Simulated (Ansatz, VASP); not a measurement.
# Cross-check of LiTlF2 between VASP and Ansatz

One calculation is typed for both programs; each brings its own data sets and cutoff. How far apart do they land? The cell is invented: other elements were put on sites of a known structure type. It may not be a known or stable phase. The cell is taken from a series of VASP runs on this material, whose earlier steps may have relaxed, scaled or displaced it; both programs get it as it stands.

Main program and level: Ansatz 0.2.0; plane waves, with VASP 6.6.1 beside it; band structure at PBE, single point at PBE and band structure at PBE, spin-orbit coupling.

**1. Set-up**

The structure is trigonal, space group R-3m (No. 166). The conventional cell has a = 3.330 Å, b = 3.330 Å, c = 18.256 Å, α = 90.00°, β = 90.00°, γ = 120.00°. Li has 6 F at 2.20 Å nearest. Tl has 6 F at 2.75 Å nearest. Nearest to F lie 3 Li at 2.20 Å. Farther neighbours and most contacts between anions are not listed.

**2. VASP: band structure, PBE**

Levels along a path test the potential and the projectors away from the mesh points.

Lines of VASP's logs that name or quote its potential files are left out, and so is its time.

INCAR

```
SYSTEM = LiTlF2
PREC = Accurate
ENCUT = 650
EDIFF = 1E-06
NELM = 100
ISMEAR = -1
SIGMA = 0.05
LREAL = .FALSE.
ALGO = Normal
GGA = PE
NBANDS = 29
LORBIT = 11
LWAVE = .FALSE.
LCHARG = .FALSE.
KPAR = 2
```

POSCAR

```
LiTlF2
1.0
    1.6648498459      0.9612015033      6.0852503773
   -1.6648498459      0.9612015033      6.0852503773
    0.0000000000     -1.9224030168      6.0852503773
Li Tl F
1 1 2
Direct
    0.0000000000      0.0000000000      0.0000000000
    0.5000000000      0.5000000000      0.5000000000
    0.2743629591      0.2743629591      0.2743629591
    0.7256370409      0.7256370409      0.7256370409
```

KPOINTS

```
Automatic mesh
0
Gamma
8 8 8
0 0 0
```

KPOINTS_OPT

```
Line mode
16
Line-mode
Reciprocal
  0.00000000   0.00000000   0.00000000 GAMMA
  0.50000000   0.00000000   0.00000000 L

  0.50000000   0.00000000   0.00000000 L
  0.50000000   0.18330005  -0.18330005 B1

  0.81669995   0.50000000   0.18330005 B
  0.50000000   0.50000000   0.50000000 Z

  0.50000000   0.50000000   0.50000000 Z
  0.00000000   0.00000000   0.00000000 GAMMA

  0.00000000   0.00000000   0.00000000 GAMMA
  0.34165003   0.00000000  -0.34165003 X

  0.65834997   0.34165003   0.00000000 Q
  0.50000000   0.50000000   0.00000000 F

  0.50000000   0.50000000   0.00000000 F
  0.65834997   0.65834997   0.18330005 P1

  0.65834997   0.65834997   0.18330005 P1
  0.50000000   0.50000000   0.50000000 Z

  0.50000000   0.00000000   0.00000000 L
  0.81669995   0.34165003   0.34165003 P
```

The projector-augmented-wave data sets are Li_sv, Tl_d and F (PBE family, release 64).

Command:

```
mpirun -np 2 vasp_std
```

Numbers of over 12 decimals in the logs are rounded to 6 here.

The program printed:

```text
[banner, memory and clock lines left out]
running    2 mpi-ranks, on    1 nodes
 distrk:  each k-point on    1 cores,    2 groups
 distr:  one band on    1 cores,    1 groups

 POSCAR found type information on POSCAR LiTlF
 POSCAR found :  3 types and       4 ions
 LDA part: xc-table for (Slater+PW92), standard interpolation
 POSCAR, INCAR and KPOINTS ok, starting setup
 FFT: planning ... GRIDC
 FFT: planning ... GRID_SOFT
 FFT: planning ... GRID
 WAVECAR not read
 entering main loop
       N       E                     dE             d eps       ncg     rms          rms(c)
DAV:   1     0.205603403536E+03    0.20560E+03   -0.17193E+04  3770   0.121E+03
DAV:   2    -0.846385014243E+01   -0.21407E+03   -0.20490E+03  4376   0.300E+02
DAV:   3    -0.185930306896E+02   -0.10129E+02   -0.10034E+02  4890   0.576E+01
DAV:   4    -0.189771988958E+02   -0.38417E+00   -0.38360E+00  5288   0.897E+00
DAV:   5    -0.189798186986E+02   -0.26198E-02   -0.26196E-02  4616   0.775E-01    0.804E+00
DAV:   6    -0.166943661361E+02    0.22855E+01   -0.57561E+00  4188   0.190E+01    0.392E+00
DAV:   7    -0.165705070782E+02    0.12386E+00   -0.39058E-01  4567   0.365E+00    0.235E+00
DAV:   8    -0.164769029990E+02    0.93604E-01   -0.23056E-01  4426   0.299E+00    0.479E-01
DAV:   9    -0.164778504019E+02   -0.94740E-03   -0.21870E-02  4470   0.694E-01    0.255E-01
DAV:  10    -0.164781150949E+02   -0.26469E-03   -0.27307E-03  4348   0.305E-01    0.558E-02
DAV:  11    -0.164780831801E+02    0.31915E-04   -0.52270E-04  4468   0.122E-01    0.268E-02
DAV:  12    -0.164781110758E+02   -0.27896E-04   -0.74537E-05  4289   0.398E-02    0.108E-02
DAV:  13    -0.164781063062E+02    0.47696E-05   -0.24185E-05  4540   0.240E-02    0.359E-03
DAV:  14    -0.164781064483E+02   -0.14210E-06   -0.18594E-06  3774   0.714E-03
   1 F= -.16478106E+02 E0= -.16478106E+02  d E =-.137664E-08
 Start KPOINTS_OPT (optional k-point list driver)
k-point batch [1-65\144]
       N       E                     dE             ncg
DAV:   1    -0.143733757317E+04   -0.47567E+05     3770
DAV:   2    -0.150857012637E+05   -0.13648E+05     4297
DAV:   3    -0.157501968974E+05   -0.66450E+03     5016
DAV:   4    -0.157786622319E+05   -0.28465E+02     5360
DAV:   5    -0.157788814805E+05   -0.21925E+00     4635
DAV:   6    -0.157788857715E+05   -0.42910E-02     4775
DAV:   7    -0.157788858819E+05   -0.11040E-03     4474
DAV:   8    -0.157788858850E+05   -0.30977E-05     3629
DAV:   9    -0.157788858851E+05   -0.16035E-06     2819
[...]
k-point batch [131-144\144]
       N       E                     dE             ncg
DAV:   1     0.559081143715E+05   -0.18172E+05      812
DAV:   2     0.530909559083E+05   -0.28172E+04      956
DAV:   3     0.529546647129E+05   -0.13629E+03     1059
DAV:   4     0.529495576289E+05   -0.51071E+01     1099
DAV:   5     0.529494995973E+05   -0.58032E-01     1007
DAV:   6     0.529494980934E+05   -0.15039E-02      939
DAV:   7     0.529494980564E+05   -0.36942E-04      972
DAV:   8     0.529494980556E+05   -0.81745E-06      667
```

OUTCAR, selected parts (step 2):

```text
ion  position               nearest neighbor table
   1  0.000  0.000  0.000-   4 2.20   4 2.20   3 2.20   3 2.20   4 2.20   3 2.20
   2  0.500  0.500  0.500-   3 2.75   3 2.75   4 2.75   4 2.75   3 2.75   4 2.75
   3  0.274  0.274  0.274-   1 2.20   1 2.20   1 2.20   2 2.75   2 2.75   2 2.75
   4  0.726  0.726  0.726-   1 2.20   1 2.20   1 2.20   2 2.75   2 2.75   2 2.75

  LATTYP: Found a trigonal (rhomboedric) cell.
 ALAT       =     6.3816851610
 COS(alpha) =     0.8638839346

 Subroutine GETGRP returns: Found 12 space group operations
 (whereof 12 operations were pure point group operations)

The static configuration has the point symmetry D_3d.

 Found     65 irreducible k-points:

   k-points           NKPTS =     65   k-points in BZ     NKDIM =     65   number of bands    NBANDS=     29

   dimension x,y,z NGX =    54 NGY =   54 NGZ =   54
   dimension x,y,z NGXF=   108 NGYF=  108 NGZF=  108

   ENCUT  =  650.0 eV  47.77 Ry    6.91 a.u.  13.27 13.27 13.27*2*pi/ulx,y,z

   NELECT =      30.0000    total number of electrons

 k-points in reciprocal lattice and weights: Automatic mesh
   0.00000000  0.00000000  0.00000000       0.002
   0.12500000  0.00000000  0.00000000       0.012
   0.25000000  0.00000000  0.00000000       0.012
   0.37500000  0.00000000  0.00000000       0.012
   0.50000000  0.00000000  0.00000000       0.006
   0.12500000  0.12500000  0.00000000       0.012
   0.25000000  0.12500000  0.00000000       0.023
   0.37500000  0.12500000 -0.00000000       0.023
   0.50000000  0.12500000  0.00000000       0.023
[...]
-0.37500000  0.50000000  0.37500000       0.012
   0.50000000  0.50000000  0.50000000       0.002

 average (electrostatic) potential at core
       1 -60.2982       2 -85.9036       3 -75.2418       4 -75.2418

 E-fermi :   2.6911

 k-point     1 :       0.0000    0.0000    0.0000
  band No.  band energies     occupation
    ...
     11       0.0587      2.00000
     12       0.0587      2.00000
     13       0.1236      2.00000
     14       0.1741      2.00000
     15       0.1741      2.00000
     16       6.2338      0.00000
     17      10.2801      0.00000
     18      14.1041      0.00000
     19      14.1041      0.00000
     20      14.6023      0.00000
    ...

 k-point     2 :       0.1250    0.0000    0.0000
  band No.  band energies     occupation
    ...
     11      -0.3290      2.00000
     12      -0.0145      2.00000
     13       0.1142      2.00000
     14       0.1737      2.00000
     15       0.6098      2.00000
     16       6.5710      0.00000
     17      10.5428      0.00000
     18      11.9074      0.00000
     19      13.5024      0.00000
     20      14.6904      0.00000
    ...

 k-point     3 :       0.2500    0.0000    0.0000
  band No.  band energies     occupation
    ...
     11      -0.7652      2.00000
     12      -0.1495      2.00000
     13       0.1171      2.00000
     14       0.1310      2.00000
     15       1.0117      2.00000
     16       7.3876      0.00000
     17       8.4057      0.00000
     18      11.2731      0.00000
     19      12.2112      0.00000
     20      14.0252      0.00000
    ...

  Total        0.0069192      0.0069192      0.0039403      0.0000000     -0.0000000      0.0000000
  in kB        0.1897359      0.1897359      0.1080501      0.0000000     -0.0000000      0.0000000
  external PRESSURE =       0.1625073 kB  Pullay stress =       0.0000000 kB

  energy-cutoff  :      650.00
  volume of cell :       58.43
      direct lattice vectors                 reciprocal lattice vectors
     1.664849846  0.961201503  6.085250377     0.300327385  0.173394096  0.054777259
    -1.664849846  0.961201503  6.085250377    -0.300327385  0.173394096  0.054777259
     0.000000000 -1.922403017  6.085250377     0.000000000 -0.346788193  0.054777258

 POSITION                                       TOTAL-FORCE (eV/Angst)
 -----------------------------------------------------------------------------------
      0.00000      0.00000      0.00000         0.000000      0.000000      0.000000
      0.00000     -0.00000      9.12788         0.000000      0.000000      0.000000
      0.00000     -0.00000      5.00870         0.000000     -0.000000      0.001150
      0.00000     -0.00000     13.24705         0.000000      0.000000     -0.001150
 -----------------------------------------------------------------------------------
    total drift:                               -0.000000     -0.000000      0.000000

  FREE ENERGIE OF THE ION-ELECTRON SYSTEM (eV)
  ---------------------------------------------------
  free  energy   TOTEN  =       -16.4781064483 eV

  energy  without entropy=      -16.4781064469  energy(sigma->0) =      -16.47810645

 total charge
# of ion       s       p       d       tot
------------------------------------------
    1        2.003   0.027   0.000   2.030
    2        1.281   0.176   9.685  11.142
    3        1.732   4.329   0.000   6.061
    4        1.732   4.329   0.000   6.061
--------------------------------------------------
tot          6.747   8.861   9.685  25.294

[... 3 further parts left out ...]
```

Spin-orbit coupling is off here; with elements this heavy it splits and shifts levels by tenths of an eV or more.

**3. Ansatz: band structure, PBE**

Ansatz runs on its default PAW (the set named soft_2) files.

The same cell, functional, mesh and smearing now go to Ansatz, which takes its cutoff from its data sets.

input.yaml

```yaml
crystal:
  lattice:
    - [1.6648498459, 0.9612015033, 6.0852503773]
    - [-1.6648498459, 0.9612015033, 6.0852503773]
    - [0.0, -1.9224030168, 6.0852503773]
  atoms:
    - { symbol: Li, position: [0.0, 0.0, 0.0] }
    - { symbol: Tl, position: [0.5, 0.5, 0.5] }
    - { symbol: F, position: [0.2743629591, 0.2743629591, 0.2743629591] }
    - { symbol: F, position: [0.7256370409, 0.7256370409, 0.7256370409] }
hamiltonian:
  xc: pbe
  pseudopotentials: { kind: paw }
kpoints:
  mp_grid: { grid: [8, 8, 8] }
  band_path:
    path:
      - [0.0, 0.0, 0.0]
      - [0.13333, 0.0, 0.0]
      - [0.3, 0.0, 0.0]
      - [0.46667, 0.0, 0.0]
      - [0.5, 0.03666, -0.03666]
      - [0.5, 0.09776, -0.09776]
      - [0.5, 0.13442, -0.13442]
      - [0.5, 0.15886, -0.15886]
      - [0.77447, 0.5, 0.22553]
      - [0.66891, 0.5, 0.33109]
      - [0.56334, 0.5, 0.43666]
      - [0.46667, 0.46667, 0.46667]
      - [0.3, 0.3, 0.3]
      - [0.13333, 0.13333, 0.13333]
      - [0.0, 0.0, 0.0]
      - [0.11388, 0.0, -0.11388]
      - [0.20499, 0.0, -0.20499]
      - [0.31887, 0.0, -0.31887]
      - [0.62668, 0.37332, 0.0]
      - [0.5739, 0.4261, 0.0]
      - [0.52111, 0.47889, 0.0]
      - [0.5, 0.5, 0.0]
      - [0.52111, 0.52111, 0.02444]
      - [0.5739, 0.5739, 0.08554]
      - [0.62668, 0.62668, 0.14664]
      - [0.64779, 0.64779, 0.20441]
      - [0.59501, 0.59501, 0.30998]
      - [0.54223, 0.54223, 0.41555]
      - [0.5, 0.0, 0.0]
      - [0.60557, 0.11388, 0.11388]
      - [0.71113, 0.22777, 0.22777]
      - [0.8167, 0.34165, 0.34165]
    npoints: 1
scf:
  occupations: { method: fermi_dirac, width: 0.05 }
  n_extra_bands: 8
output:
  forces: true
  stress: true
  eigenvalues: true
```

Command:

```
ansatz run input.yaml --threads 2 --pin off --max-ram 4608MiB --backend cpu --events-out ev --progress --plain --runs-dir out
```

The program printed:

```text
basis.fft_grid_basis auto: the FFT boxes are laid along the combinations [[1, 0, -1], [0, 1, -1], [0, 0, 1]] of the cell's own vectors, 3.330, 3.330 and 6.382 Å long. The dense box has 24×24×45 points. Along the cell's own vectors, as sized, it would have 45×45×45, 3.52 times as many. Of the 12 symmetry operations that the crystal satisfies within crystal.symmetry.tolerance (time reversal apart; of a slab, those that [...]
scf.n_extra_bands = 8 over 15 filled bands (N_el = 30.0): the run solves 23 bands
Engine: ansatz 0.2.0, aarch64-unknown-linux-gnu
Pseudopotentials: kind: paw
Pseudopotential: Li, paw, valence charge 3, recommended cutoff 420 eV (normal), Li.paw.azcp
Pseudopotential: Tl, paw, valence charge 13, recommended cutoff 420 eV (normal), Tl.paw.azcp
Pseudopotential: F, paw, valence charge 7, recommended cutoff 420 eV (normal), F.paw.azcp
Functional definition: PBE
  parameter kappa = 0.804
  parameter beta = 0.066725
  exchange = pbe_x(kappa = kappa, mu = beta*pi^2/3)
  correlation = pbe_c(beta = beta)
Crystal: 4 atoms, lattice volume = 58.428 Å³
Basis set: ecut = 420 eV, 1179 PW (Γ), FFT grids on a1−a3, a2−a3, a3, exchange–correlation on 48×48×90 points (8 copies of the dense FFT grid, shifted against one another)
Bands: 23, of which v1, the nominal top of the filled ones, is band 15 counted from 1 (14 counted from 0)
Symmetry: 12 space group operations
Space group: R-3m (ITA 166), of the structure as read, at distance tolerance 3.9e-5 Å
k-points: 65 of 512
Non-local potential: Li, projectors of the file, l = 0: 3, l = 1: 2, l = 2: 1
Non-local potential: Tl, projectors of the file, l = 0: 2, l = 1: 2, l = 2: 2, l = 3: 1
Non-local potential: F, projectors of the file, l = 0: 2, l = 1: 2, l = 2: 1
PAW form: soft (Blöchl's): semilocal exchange-correlation on the pseudo side does not see the compensation charge
PAW one-centre angular grid: Li, 110 points (default); XC on 64 Gauss nodes
PAW one-centre angular grid: Tl, 590 points (default); XC on 64 Gauss nodes
PAW one-centre angular grid: F, 110 points (default); XC on 64 Gauss nodes
Initial density: superposition of atomic densities (neutral atoms: chi_scale 0, normalization atom), corrected by the library's trained network
Initial wavefunctions: pseudopotential atomic-orbital guess
Functional: x = pbe(κ = 0.804, μ = 0.219515), c = pbe(β = 0.066725)
SCF iter   1: F=—  HF=-13268.685677 eV  |F-HF|=—  |Δ(HF+E_count)|=         —  Δρ=1.80e-3  dr2=2.38e-3  ethr=1.77e-3  ⟨swp⟩=6.0  Hψ=7530  notcnv=0  defer=8
preconditioner: auto → none  [insulator: Δε(μ)=1.790 eV  Ē_g=18.069 eV  σ=0.050 eV  W_gap=1.00  n_scr=16 (ndim 8)  ℏωp=25.7 eV  f_vac=0.015  D(μ)=0.00/eV (n_scr^D=0)  ε∞_Penn≈3.0]
SCF iter   2: F=—  HF=-13268.684422 eV  |F-HF|=—  |Δ(HF+E_count)|=   1.26e-3  Δρ=1.66e-3  dr2=1.03e-3  ethr=7.92e-6  ⟨swp⟩=2.5  Hψ=2813  notcnv=0  defer=88
SCF iter   3: F=—  HF=-13268.684321 eV  |F-HF|=—  |Δ(HF+E_count)|=   1.01e-4  Δρ=6.29e-4  dr2=1.51e-4  ethr=3.42e-6  ⟨swp⟩=2.0  Hψ=2187  notcnv=0  defer=88
SCF iter   4: F=—  HF=-13268.684358 eV  |F-HF|=—  |Δ(HF+E_count)|=   3.62e-5  Δρ=2.28e-4  dr2=2.10e-5  ethr=5.04e-7  ⟨swp⟩=1.7  Hψ=1679  notcnv=0  defer=88
SCF iter   5: F=—  HF=-13268.684313 eV  |F-HF|=—  |Δ(HF+E_count)|=   4.42e-5  Δρ=4.84e-5  dr2=8.08e-7  ethr=7.00e-8  ⟨swp⟩=2.6  Hψ=2072  notcnv=0  defer=88
SCF iter   6: F=-13268.684314 eV  HF=-13268.684314 eV  |F-HF|=2.13e-8  |Δ(HF+E_count)|=   9.92e-7  Δρ=5.34e-6  dr2=1.11e-8  ethr=3.33e-10  ⟨swp⟩=7.5  Hψ=7099  notcnv=0
SCF 1 converged in 6 iterations: F = -13268.684314 eV  dr2 = 1.11e-8
  greatest PAW one-centre occupation: 1.000 electrons in one spin orbital (limit 2), on the Li atom at site 0 (counted from 0), in its partial waves of l = 0
NSCF: frozen V_eff on 32 k-points
SCF converged after 6 iterations
Free energy (F): -13268.684314 eV
Harris-Foulkes:  -13268.684314 eV  (|F-HF|=2.13e-8)
Internal energy: -13268.684314 eV  (E = F + TS)
E sigma→0 (E₀):  -13268.684314 eV
Fermi energy:    5.583744 eV
--- Per-component energies (eV) ---
  E_band       = -155.885354
  E_kinetic    = 767.102404
  E_local      = -2122.039439  (includes V_loc(G=0)·N_el)
  E_nonlocal   = 431.448066
  E_hartree    = 772.128765
  E_xc         = -402.676625
  E_vxc        = -362.217097  (∫ρ·V_xc dr)
  E_paw        = -10584.133500  (= ΣΔE_a)
  E_vpaw       = -414.441893  (= ΣTr[D̂ρ^β])
  E_aug_tail   = 0.004139  (compensation charges beyond the density's cutoff)
  E_ewald      = -2130.518125
  E_smearing   = -0.000000  (= −TS)
  E_closure    = 0.000000  (closes the sum)
  Σ components = -13268.684314   (vs F -13268.684314, Δ=0.00e0)
--- Forces (eV/Å), atoms counted from 1 ---
  atom   1  Li    -0.00000000     0.00000000     0.00000000
  atom   2  Tl    -0.00000000     0.00000000    -0.00000000
  atom   3  F      0.00000000     0.00000000    -0.00126462
  atom   4  F      0.00000000    -0.00000000     0.00126462
  max |Σ_I F_I| component: 4.34e-19 eV/Å
--- Stress (GPa, compression-positive) ---
        0.399089       0.000000       0.000000
        0.000000       0.399089      -0.000000
        0.000000      -0.000000       0.401125
  P = ⅓ Tr σ = 0.3998 GPa (3.998 kbar)
--- Band table (eV; the first three rows and the last of 65) ---
  k-point 0: bands = [... 11 lower, 2.9393, 3.0091, 3.0544, 3.0544, 9.1230, 13.1606, 16.9920, 16.9920, ... 4 higher]
  k-point 1: bands = [... 11 lower, 2.8664, 2.9950, 3.0543, 3.4936, 9.4598, 13.4241, 14.7955, 16.3888, ... 4 higher]
  k-point 2: bands = [... 11 lower, 2.7319, 2.9983, 3.0118, 3.8969, 10.2755, 11.2969, 14.1561, 15.0978, ... 4 higher]
  k-point 64: bands = [... 11 lower, 2.8673, 3.1255, 3.1255, 4.1703, 8.3202, 14.1268, 16.2121, 17.3100, ... 4 higher]
```

Run time: 2.4 s. Hardware: 2 threads of Arm Neoverse V2, shared host; peak memory 0.54 GiB.

**4. Side by side**

Known differences besides the potentials themselves: the cutoff is 420 eV in Ansatz and 650 eV in VASP; VASP leaves aspherical gradient terms in its spheres out (LASPH is not set), Ansatz keeps them. Total energies have different zeros and are not compared.

Compared:

| quantity | Ansatz | VASP | difference |
| --- | --- | --- | --- |
| pressure (GPa) | 0.40 | 0.02 | +0.38 |
| pressure without Ansatz's Pulay correction (GPa) | -0.02 | 0.02 | -0.04 |
| gap over the path points (eV) | 1.763 | 1.767 | -0.004 |

Levels at points of the path, from each program's valence-band top (eV; 4 filled, then empty):

| k (reciprocal lattice) | Ansatz | VASP |
| --- | --- | --- |
| 0.000 0.000 0.000 | -1.74 -1.67 -1.62 -1.62 4.45 8.48 12.32 | -1.72 -1.66 -1.61 -1.61 4.45 8.50 12.32 |
| 0.133 0.000 0.000 | -1.82 -1.68 -1.62 -1.15 4.83 8.78 9.89 | -1.81 -1.67 -1.61 -1.14 4.83 8.79 9.89 |
| 0.300 0.000 0.000 | -2.00 -1.73 -1.69 -0.64 5.17 6.17 9.83 | -1.98 -1.71 -1.68 -0.63 5.17 6.18 9.84 |
| 0.467 0.000 0.000 | -2.31 -2.10 -1.76 -0.20 2.24 7.53 8.96 | -2.30 -2.08 -1.75 -0.20 2.25 7.54 8.97 |
| 0.500 0.037 -0.037 | -2.48 -2.06 -1.82 -0.14 2.20 7.66 8.15 | -2.47 -2.05 -1.81 -0.14 2.21 7.67 8.16 |
| 0.500 0.098 -0.098 | -2.44 -2.04 -1.94 -0.03 2.66 5.85 7.87 | -2.43 -2.03 -1.93 -0.03 2.67 5.86 7.88 |
| 0.500 0.134 -0.134 | -2.46 -2.06 -1.89 0.00 3.15 4.58 8.00 | -2.45 -2.05 -1.88 0.00 3.16 4.59 8.01 |
| 0.500 0.159 -0.159 | -2.45 -2.01 -1.88 -0.04 3.57 3.92 8.03 | -2.44 -2.00 -1.87 -0.04 3.58 3.92 8.04 |
| 0.774 0.500 0.226 | -2.23 -1.96 -1.85 -0.46 3.38 5.06 7.61 | -2.21 -1.95 -1.84 -0.46 3.38 5.07 7.61 |
| 0.669 0.500 0.331 | -2.04 -1.98 -1.72 -0.69 5.69 5.98 8.26 | -2.03 -1.97 -1.71 -0.68 5.70 5.99 8.26 |

At this near-relaxed geometry the largest component of a force difference is 2 meV/Å. Among the levels compared at these points, filled levels agree within 13 meV and empty ones within 13 meV. Ansatz's pressure holds a Pulay correction of 0.42 GPa; VASP's holds none.

(Part 1 of 2 ends here.)

[Lines on the potential files, build, host, timing and source positions are cut from VASP's logs without a mark.]

[Logs are printed without paths, hosts, clocks, repeated set-up lines and the standing remarks that a program may print on its own settings, such as how far it seeks lower states.]

[Hosts, paths, dates, database ids (printed as entryN), source tags and the programs' standing remarks are cut or masked in the printed files.]
